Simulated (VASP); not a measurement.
Energy against volume of KMgF₃ (cubic perovskite). Calculation: revTPSS meta-GGA, VASP's PBE PAW potentials (set 64) (plane waves; VASP). Numerical set-up: 520 eV cut-off, 6×6×6 Γ-centred mesh, Gaussian smearing of 0.050 eV, potentials K_sv Mg F.

```tsv
V (Å³/atom)	E (eV/atom)
12.047	-6.24946
12.432	-6.26088
12.816	-6.26597
13.201	-6.26581
```

Q: Fit these four points and predict the energy of the run at 13.585 Å³/atom.

A: A cubic in V^(−2/3), the third-order Birch-Murnaghan form, passes through the four points with V0 = 12.99 Å³/atom and B0 = 68 GPa, and gives -6.2613 eV/atom there. The run gave -6.2612 eV/atom, +0.1 meV/atom from the fit; all five points give B0 = 68 GPa.

The compound is KMgF3 in the cubic perovskite structure. It was relaxed first.
